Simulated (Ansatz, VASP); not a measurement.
# H8C2SO in two plane-wave programs

Wanted: the spread between two codes on one cell, functional and k mesh. Of the first pair: The structure shown is the start of the Ansatz relaxation below; VASP solves that cell, so the two are compared at the walk's first step.

Main program and level: Ansatz 0.2.0; plane waves, with VASP 6.6.1 beside it; single point at LDA.

## Step 1: The starting structure

The cell holds 108 atoms: 18 C, 9 S, 72 H and 9 O. Cell: a = 11.120 Å, b = 11.120 Å, c = 11.120 Å, α = 90.0°, β = 90.0°, γ = 90.0°.

## Step 2: Ansatz: relaxation, LDA

Ansatz runs on its default PAW (the set named soft_2) files.

The two programs are compared at the cell with which this relaxation starts, whose forces are those of its first step.

input.yaml

```yaml
crystal:
  lattice:
    - [11.1203, 0.0, 0.0]
    - [0.0, 11.1203, 0.0]
    - [0.0, 0.0, 11.1203]
  atoms:
    - { symbol: C, position: [0.26042, 0.03493, 0.37013] }
    - { symbol: C, position: [0.19052, 0.97137, 0.4705] }
    - { symbol: S, position: [0.03425, 0.97385, 0.44246] }
    - { symbol: H, position: [0.35125, 0.04666, 0.39059] }
    - { symbol: H, position: [0.23176, 0.12795, 0.37398] }
    - { symbol: H, position: [0.24663, 0.99664, 0.28253] }
    - { symbol: H, position: [0.19764, 0.02876, 0.55933] }
    - { symbol: H, position: [0.21398, 0.87723, 0.495] }
    - { symbol: H, position: [0.04159, 0.96065, 0.32116] }
    - { symbol: C, position: [0.67978, 0.20624, 0.4397] }
    - { symbol: C, position: [0.80316, 0.25939, 0.45787] }
    - { symbol: S, position: [0.87232, 0.29253, 0.31614] }
    - { symbol: H, position: [0.67869, 0.13699, 0.36577] }
    - { symbol: H, position: [0.62294, 0.2847, 0.41039] }
    - { symbol: H, position: [0.64435, 0.16944, 0.52309] }
    - { symbol: H, position: [0.85583, 0.19137, 0.50446] }
    - { symbol: H, position: [0.80228, 0.34192, 0.50577] }
    - { symbol: H, position: [0.84709, 0.1834, 0.26373] }
    - { symbol: C, position: [0.27019, 0.25975, 0.03885] }
    - { symbol: C, position: [0.15724, 0.2905, 0.11346] }
    - { symbol: S, position: [0.06383, 0.14761, 0.11214] }
    - { symbol: H, position: [0.31605, 0.34226, 0.03786] }
    - { symbol: H, position: [0.24064, 0.23465, 0.94715] }
    - { symbol: H, position: [0.32135, 0.19017, 0.08195] }
    - { symbol: H, position: [0.10084, 0.3611, 0.07747] }
    - { symbol: H, position: [0.19053, 0.31824, 0.19639] }
    - { symbol: H, position: [0.00823, 0.16596, 0.00263] }
    - { symbol: C, position: [0.809, 0.59352, 0.12901] }
    - { symbol: C, position: [0.8798, 0.67102, 0.21207] }
    - { symbol: S, position: [0.03878, 0.66272, 0.1777] }
[... 72 atom lines left out ...]
    - { symbol: O, position: [0.89041, 0.32088, 0.83968] }
    - { symbol: H, position: [0.95362, 0.25832, 0.82639] }
    - { symbol: H, position: [0.92185, 0.40116, 0.81413] }
    - { symbol: O, position: [0.33494, 0.38141, 0.73962] }
    - { symbol: H, position: [0.30982, 0.46334, 0.71236] }
    - { symbol: H, position: [0.29517, 0.31922, 0.68826] }
kpoints:
  mp_grid: { grid: [1, 1, 1] }
hamiltonian:
  xc: lda
scf:
  occupations: { method: fixed }
output:
  forces: true
relax:
  f_tol: 0.05
  max_steps: 200
  cell: {}
```

The run is started by

```sh
ansatz run input.yaml --threads 4 --pin off --max-ram 8192MiB --backend cpu --events-out ev --progress --plain --runs-dir out
```

Numbers of over 12 decimals in the logs are rounded to 6 here.

The program printed:

```text
Engine: ansatz 0.2.0, aarch64-unknown-linux-gnu
Pseudopotentials: kind: paw
Pseudopotential: C, paw, valence charge 4, recommended cutoff 420 eV (normal), C.paw.azcp
Pseudopotential: S, paw, valence charge 6, recommended cutoff 420 eV (normal), S.paw.azcp
Pseudopotential: H, paw, valence charge 1, recommended cutoff 420 eV (normal), H.paw.azcp
Pseudopotential: O, paw, valence charge 6, recommended cutoff 420 eV (normal), O.paw.azcp
Functional definition: SPW92
  exchange = slater_x
  correlation = pw_c
Crystal: 108 atoms, lattice volume = 1375.148 Å³
Basis set: ecut = 420 eV, 26961 PW (Γ)
Bands: 234, of which v1, the nominal top of the filled ones, is band 126 counted from 1 (125 counted from 0)
Symmetry: 1 space group operations
Space group: P1 (ITA 1), of the structure as read, at distance tolerance 1.1e-4 Å
k-points: 1
Non-local potential: C, projectors of the file, l = 0: 2, l = 1: 2, l = 2: 1
Non-local potential: S, projectors of the file, l = 0: 2, l = 1: 2, l = 2: 2
Non-local potential: H, projectors of the file, l = 0: 2, l = 1: 1
Non-local potential: O, projectors of the file, l = 0: 2, l = 1: 2, l = 2: 1
PAW form: soft (Blöchl's): semilocal exchange-correlation on the pseudo side does not see the compensation charge
PAW frozen core: C, regenerated for the run's functional, and the local potential with it (the file was generated under x = pbe(κ = 0.804, μ = 0.219515), c = pbe(β = 0.066725))
PAW frozen core: S, regenerated for the run's functional, and the local potential with it (the file was generated under x = pbe(κ = 0.804, μ = 0.219515), c = pbe(β = 0.066725))
PAW frozen core: O, regenerated for the run's functional, and the local potential with it (the file was generated under x = pbe(κ = 0.804, μ = 0.219515), c = pbe(β = 0.066725))
PAW one-centre angular grid: C, 110 points (default); XC on 64 Gauss nodes
PAW one-centre angular grid: S, 110 points (default); XC on 64 Gauss nodes
PAW one-centre angular grid: H, 110 points (default); XC on 64 Gauss nodes
PAW one-centre angular grid: O, 110 points (default); XC on 64 Gauss nodes
Initial density: superposition of atomic densities (neutral atoms: chi_scale 0, normalization atom), corrected by the library's trained network
Initial wavefunctions: pseudopotential atomic-orbital guess
Functional: x = slater, c = lda
SCF iter   1: F=—  HF=-18327.105675 eV  |F-HF|=—  |Δ(HF+E_count)|=         —  Δρ=8.45e-3  dr2=8.18e-1  ethr=1.77e-3  ⟨swp⟩=5.0  Hψ=773  notcnv=0  defer=105
preconditioner: auto → Resta (q_TF=auto, 2.056 Å⁻¹)  ε∞=2.3  [insulator: Δε(μ)=3.198 eV  Ē_g=13.570 eV  n_scr=202 (ndim 8)  ℏωp=15.3 eV  f_vac=0.249  ε∞_Penn≈2.3]
SCF iter   2: F=—  HF=-18326.870289 eV  |F-HF|=—  |Δ(HF+E_count)|=   2.35e-1  Δρ=3.59e-3  dr2=1.44e-1  ethr=3.25e-4  ⟨swp⟩=3.0  Hψ=363  notcnv=0  defer=106
SCF iter   3: F=—  HF=-18326.828561 eV  |F-HF|=—  |Δ(HF+E_count)|=   4.17e-2  Δρ=1.24e-3  dr2=2.52e-2  ethr=5.70e-5  ⟨swp⟩=3.0  Hψ=262  notcnv=0  defer=32
automatic band count: iteration 3 solves 160 bands in place of 234: the levels show a gap, and the empty bands left out lie too high to hold charge; the band table lists the bands solved (type scf.n_extra_bands for more)
SCF iter   4: F=—  HF=-18326.822844 eV  |F-HF|=—  |Δ(HF+E_count)|=   5.72e-3  Δρ=4.39e-4  dr2=2.98e-3  ethr=9.99e-6  ⟨swp⟩=3.0  Hψ=264  notcnv=0  defer=32
SCF iter   5: F=—  HF=-18326.822656 eV  |F-HF|=—  |Δ(HF+E_count)|=   1.88e-4  Δρ=1.53e-4  dr2=4.32e-4  ethr=1.18e-6  ⟨swp⟩=2.0  Hψ=285  notcnv=0  defer=32
SCF iter   6: F=—  HF=-18326.822731 eV  |F-HF|=—  |Δ(HF+E_count)|=   7.52e-5  Δρ=6.47e-5  dr2=5.94e-5  ethr=1.71e-7  ⟨swp⟩=3.0  Hψ=257  notcnv=0  defer=32
SCF iter   7: F=—  HF=-18326.821681 eV  |F-HF|=—  |Δ(HF+E_count)|=   1.05e-3  Δρ=2.66e-5  dr2=8.35e-6  ethr=2.36e-8  ⟨swp⟩=3.0  Hψ=260  notcnv=0  defer=29
SCF iter   8: F=—  HF=-18326.821682 eV  |F-HF|=—  |Δ(HF+E_count)|=   1.12e-6  Δρ=7.97e-6  dr2=8.56e-7  ethr=3.31e-9  ⟨swp⟩=3.0  Hψ=252  notcnv=0  defer=29
SCF iter   9: F=-18326.821683 eV  HF=-18326.821683 eV  |F-HF|=8.86e-8  |Δ(HF+E_count)|=   6.87e-7  Δρ=2.17e-6  dr2=9.15e-8  ethr=3.97e-11  ⟨swp⟩=3.0  Hψ=629  notcnv=0
SCF 1 converged in 9 iterations: F = -18326.821683 eV  dr2 = 9.15e-8
  greatest PAW one-centre occupation: 0.860 electrons in one spin orbital (limit 2), on the O atom at site 93 (counted from 0), in its partial waves of l = 0
relax step   1: F+E_penalty+E_count = -18326.82168280 eV  Δ(F+E_penalty+E_count) = +0.000e0 eV  max|allowed force component| = 3.990e0 eV/Å  Δτ_max = 0.0000 Å  P = +0.189 GPa  Ω = 1375.148 Å³  (9 SCF iters, dr2 threshold 1.00e-7 eV, accepted)
Crystal: 108 atoms, lattice volume = 1323.439 Å³
Basis set: ecut = 420 eV, 25799 PW (Γ)
Initial density: handed on by an earlier stage of this run
Initial wavefunctions: those handed on with the density
[...]
- { symbol: C, position: [0.176560, 0.954393, 0.499317] }
    - { symbol: S, position: [-0.00747044, 0.993638, 0.455000] }
    - { symbol: H, position: [0.375193, -0.026825, 0.419621] }
    - { symbol: H, position: [0.254595, 0.120274, 0.379398] }
    - { symbol: H, position: [0.234391, 0.965475, 0.299926] }
    - { symbol: H, position: [0.197543, 0.00575499, 0.588829] }
    - { symbol: H, position: [0.193581, 0.841667, 0.525440] }
    - { symbol: H, position: [-0.026742, 0.887924, 0.379527] }
    - { symbol: C, position: [0.680601, 0.218625, 0.520919] }
    - { symbol: C, position: [0.794505, 0.313946, 0.543000] }
    - { symbol: S, position: [0.876667, 0.371040, 0.395990] }
    - { symbol: H, position: [0.720705, 0.120606, 0.486601] }
    - { symbol: H, position: [0.599645, 0.266387, 0.447577] }
    - { symbol: H, position: [0.630319, 0.194773, 0.612442] }
    - { symbol: H, position: [0.875891, 0.264342, 0.615510] }
    - { symbol: H, position: [0.752315, 0.408878, 0.582098] }
    - { symbol: H, position: [0.856972, 0.253739, 0.334878] }
    - { symbol: C, position: [0.198382, 0.219321, 0.107313] }
    - { symbol: C, position: [0.059128, 0.171848, 0.139866] }
    - { symbol: S, position: [0.028017, 0.00206959, 0.089778] }
    - { symbol: H, position: [0.213740, 0.319782, 0.146428] }
    - { symbol: H, position: [0.206221, 0.233666, 1.001062] }
    - { symbol: H, position: [0.283368, 0.144235, 0.148759] }
    - { symbol: H, position: [-0.024450, 0.246825, 0.094114] }
    - { symbol: H, position: [0.048729, 0.159575, 0.246131] }
    - { symbol: H, position: [0.032389, 0.038445, -0.040565] }
    - { symbol: C, position: [0.761436, 0.593883, 0.076594] }
    - { symbol: C, position: [0.876741, 0.661410, 0.145476] }
    - { symbol: S, position: [0.046079, 0.576076, 0.132116] }
    - { symbol: H, position: [0.755173, 0.485648, 0.117386] }
    - { symbol: H, position: [0.776050, 0.593590, -0.028451] }
    - { symbol: H, position: [0.660877, 0.650825, 0.086512] }
    - { symbol: H, position: [0.864814, 0.654653, 0.251469] }
    - { symbol: H, position: [0.879072, 0.772075, 0.110113] }
    - { symbol: H, position: [0.027167, 0.561188, 0.0018102] }
    - { symbol: C, position: [0.371471, 0.498567, -0.00229377] }
    - { symbol: C, position: [0.398788, 0.643134, 0.947641] }
    - { symbol: S, position: [0.345215, 0.775163, 0.050515] }
[...]
- { symbol: C, position: [0.523548, 0.501373, 0.320447] }
    - { symbol: C, position: [0.375119, 0.496526, 0.354675] }
    - { symbol: S, position: [0.313699, 0.654352, 0.417687] }
[...]
- { symbol: C, position: [0.853583, 0.650023, 0.567914] }
    - { symbol: C, position: [0.998673, 0.587529, 0.600927] }
    - { symbol: S, position: [0.068774, 0.608028, 0.764756] }
[...]
- { symbol: C, position: [0.628109, 0.896668, 0.273884] }
    - { symbol: C, position: [0.578550, 1.023157, 0.184879] }
    - { symbol: S, position: [0.706201, 1.151917, 0.176293] }
[...]
- { symbol: C, position: [0.568996, 0.889843, 0.603796] }
    - { symbol: C, position: [0.553442, 0.830631, 0.740264] }
    - { symbol: S, position: [0.657983, 0.907919, 0.862151] }
[...]
- { symbol: O, position: [0.589546, 0.515520, 0.710154] }
[...]
- { symbol: O, position: [0.155534, 0.272937, 0.555706] }
[...]
- { symbol: O, position: [0.939853, 0.917820, 0.741243] }
[...]
- { symbol: O, position: [0.476864, 0.208251, 0.787419] }
[...]
- { symbol: O, position: [0.302798, 0.029189, 0.834049] }
[...]
- { symbol: O, position: [0.070167, 0.141896, 0.765888] }
    - { symbol: H, position: [0.169840, 0.096060, 0.801913] }
    - { symbol: H, position: [0.012146, 0.059667, 0.755605] }
    - { symbol: O, position: [0.679682, 0.317722, 0.902300] }
    - { symbol: H, position: [0.783893, 0.320268, 0.885221] }
    - { symbol: H, position: [0.676496, 0.281094, -0.00482944] }
    - { symbol: O, position: [0.935476, 0.333414, 0.872732] }
    - { symbol: H, position: [0.992213, 0.260536, 0.830013] }
    - { symbol: H, position: [0.964846, 0.426223, 0.843467] }
    - { symbol: O, position: [0.325109, 0.423392, 0.665044] }
    - { symbol: H, position: [0.270755, 0.490013, 0.711255] }
    - { symbol: H, position: [0.252989, 0.370419, 0.613879] }
```

## Step 3: VASP: single point, LDA, start cell, pair 1

The same cell, functional (in two slightly different forms) and mesh now go to VASP, with its own data sets.

Lines of VASP's logs that name or quote its potential files are left out, and so is its time.

INCAR

```
SYSTEM = H8C2SO
PREC = Accurate
ENCUT = 520
EDIFF = 1E-06
NELM = 120
ISMEAR = 0
SIGMA = 0.01
LREAL = Auto
ALGO = Normal
GGA = PW92
NBANDS = 208
LORBIT = 11
LWAVE = .FALSE.
LCHARG = .FALSE.
ISIF = 2
LASPH = .TRUE.
GGA_COMPAT = .FALSE.
EFERMI = MIDGAP
NCORE = 2
```

POSCAR

```
H8C2SO
1.0
   11.1203000000      0.0000000000      0.0000000000
    0.0000000000     11.1203000000      0.0000000000
    0.0000000000      0.0000000000     11.1203000000
C S H O
18 9 72 9
Direct
    0.2604156363      0.0349271153      0.3701338993
    0.1905164429      0.9713676789      0.4704998966
    0.6797838188      0.2062444359      0.4397003678
    0.8031617852      0.2593904841      0.4578743379
    0.2701905524      0.2597501866      0.0388478728
    0.1572439592      0.2904957600      0.1134591693
    0.8089979587      0.5935181605      0.1290073110
    0.8797964084      0.6710160697      0.2120716168
    0.3532368731      0.6617357445      0.0326070340
    0.2672589768      0.7213114754      0.9465841749
    0.5116768433      0.5145634560      0.3282915029
    0.3881909661      0.5186640648      0.3846838664
    0.8851289983      0.6146416913      0.5732938860
    0.9987860040      0.5441759665      0.5977356726
    0.5635999029      0.8890407633      0.2752713506
    0.5556414845      0.9800275172      0.1778998768
    0.5455428361      0.8822423855      0.7072471066
    0.5741212018      0.7509689487      0.7101427120
    0.0342526730      0.9738496264      0.4424610847
    0.8723235884      0.2925280793      0.3161425501
    0.0638292132      0.1476129241      0.1121372625
    0.0387759323      0.6627159339      0.1777020404
    0.2083756733      0.8568473872      0.0050807982
    0.3733442443      0.6703326349      0.4438639245
    0.0429394890      0.5689504780      0.7504923428
    0.7060510957      0.9936422579      0.1188187369
    0.6500544050      0.7349981565      0.8519014775
    0.3512495166      0.0466624102      0.3905919804
    0.2317563375      0.1279461885      0.3739827163
    0.2466300370      0.9966367814      0.2825283491
[... 72 atom lines left out ...]
    0.4470203142      0.1938167136      0.8283499546
    0.2792370709      0.0136956737      0.7784502217
    0.0623814106      0.1420465275      0.7919570515
    0.6801165436      0.3025817649      0.9211891766
    0.8904076329      0.3208816309      0.8396805842
    0.3349370071      0.3814105735      0.7396203340
```

KPOINTS

```
Automatic mesh
0
Gamma
1 1 1
0 0 0
```

The projector-augmented-wave data sets are C, S, H and O (LDA family, release 64).

The run is started by

```sh
mpirun -np 8 vasp_gam
```

The program printed:

```text
[banner, memory and clock lines left out]
running    8 mpi-ranks, on    1 nodes
[...]
|                                                                             |
|               ----> ADVICE to this user running VASP <----                  |
|                                                                             |
|     You enforced a specific xc type in the INCAR file but a different       |
|     [... a line on the potential file left out ...]
|     I HOPE YOU KNOW WHAT YOU ARE DOING!                                     |
|                                                                             |

 LDA part: xc-table for (Slater(with rela. corr.)+PW92), standard interpolation
 POSCAR, INCAR and KPOINTS ok, starting setup
[...]
entering main loop
       N       E                     dE             d eps       ncg     rms          rms(c)
DAV:   1     0.169208473531E+04    0.16921E+04   -0.11898E+05   424   0.107E+03
DAV:   2    -0.371369751585E+03   -0.20635E+04   -0.19558E+04   528   0.242E+02
DAV:   3    -0.611802241615E+03   -0.24043E+03   -0.23838E+03   528   0.849E+01
DAV:   4    -0.617971070403E+03   -0.61688E+01   -0.61489E+01   520   0.157E+01
[...]
DAV:  17    -0.555337948705E+03    0.35759E-05   -0.27215E-05   536   0.147E-02    0.153E-02
DAV:  18    -0.555337950971E+03   -0.22654E-05   -0.58170E-06   488   0.676E-03    0.669E-03
DAV:  19    -0.555337951303E+03   -0.33193E-06   -0.16034E-06   440   0.479E-03
   1 F= -.55533795E+03 E0= -.55533795E+03  d E =0.000000E+00
```

OUTCAR, selected parts (step 3):

```text
  FREE ENERGIE OF THE ION-ELECTRON SYSTEM (eV)
  ---------------------------------------------------
  free  energy   TOTEN  =      -555.3379513028 eV

  energy  without entropy=     -555.3379513028  energy(sigma->0) =     -555.33795130

[... 1 further part left out ...]
```

The run ends at a pressure of 0.08 GPa, with forces up to 4.0 eV/Å.

## Step 4: Differences

Known differences besides the potentials themselves: fixed occupations in Ansatz, narrow Gaussian smearing in VASP; the cutoff is 420 eV in Ansatz and 520 eV in VASP (PREC = Accurate, projectors in real space); VASP's log shows a relativistic correction to its local exchange, Ansatz's none. Total energies have different zeros and are not compared.

Forces on 10 of the 108 atoms, those with the largest forces and the largest differences (eV/Å; atoms numbered as in POSCAR):

| atom | Ansatz x, y, z | VASP x, y, z |
| --- | --- | --- |
| C5 | -2.787, 0.256, -0.155 | -2.769, 0.245, -0.154 |
| C6 | 0.005, -2.748, -2.646 | -0.033, -2.795, -2.623 |
| C14 | -0.250, 3.990, 0.504 | -0.221, 3.974, 0.607 |
| C17 | 0.671, 0.061, -2.424 | 0.660, 0.076, -2.403 |
| H44 | 0.001, 0.171, 2.478 | 0.007, 0.177, 2.490 |
| H47 | 0.362, 0.966, -3.510 | 0.363, 0.967, -3.519 |
| H68 | -0.472, -3.841, -0.415 | -0.473, -3.848, -0.420 |
| H91 | 0.144, 0.016, 0.115 | 0.259, 0.114, 0.125 |
| H93 | 0.442, -0.209, -0.122 | 0.322, -0.288, -0.147 |
| H94 | 0.172, 0.047, 0.186 | 0.304, 0.055, 0.098 |

The forces differ by 48 meV/Å r.m.s., which is 6.1 % of the r.m.s. force of 0.785 eV/Å (both taken over all components).

[end of part 1 of 2]

[Lines on the potential files, build, host, timing and source positions are cut from VASP's logs without a mark.]

[Logs are printed without paths, hosts, clocks, repeated set-up lines and the standing remarks that a program may print on its own settings, such as how far it seeks lower states.]

[Hosts, paths, dates, database ids (printed as entryN), source tags and the programs' standing remarks are cut or masked in the printed files.]
